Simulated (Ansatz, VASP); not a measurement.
## ScSF in VASP and in Ansatz

```
CELL_PARAMETERS angstrom
3.68585 0.00000 0.00000
-1.84292 3.19204 0.00000
0.00000 0.00000 3.61066
ATOMIC_POSITIONS crystal
Sc 0.66667 0.33333 0.50000
S 0.33333 0.66667 0.00000
F 0.00000 0.00000 0.50000
```

The cell was built by a generator and needn't be a form met in nature.

Alike in both runs: task single point; functional PBE; dispersion D3(BJ); k mesh 9 × 9 × 8; occupations gaussian, width 0.02 eV; no spin polarisation.

|  | VASP | Ansatz |
| --- | --- | --- |
| version | VASP 6.6.1 | Ansatz 0.2.0 |
| potentials or method | VASP PAW PBE potentials, release 64 (Sc_sv, S, F) | scalar-relativistic, plane waves, PAW |
| plane-wave cutoff (eV) | 520 | 420 |
| valence electrons in the cell | 24 | 24 |

Ansatz gave:

- gap on the k mesh at the Fermi level (eV): 1.09
- least direct gap on the mesh (eV): 1.09
- pressure (GPa): 0.0
- largest component of the traceless stress (GPa): 0.01
- dispersion energy (meV/atom): -303.2

**Question.** What did VASP give for the same quantities?

**Answer.** gap on the k mesh at the Fermi level (eV): 1.09; least direct gap on the mesh (eV): 1.09; pressure (GPa): 0.3; largest component of the traceless stress (GPa): 0.35; dispersion energy (meV/atom): -303.1.

The functional is the same, so the differences come from potentials, cutoffs and numerics.

Caveats: an odd mesh through Γ misses points on the zone boundary, where band edges often lie. A hybrid or GW would open this gap; PBE tends to underestimate it.
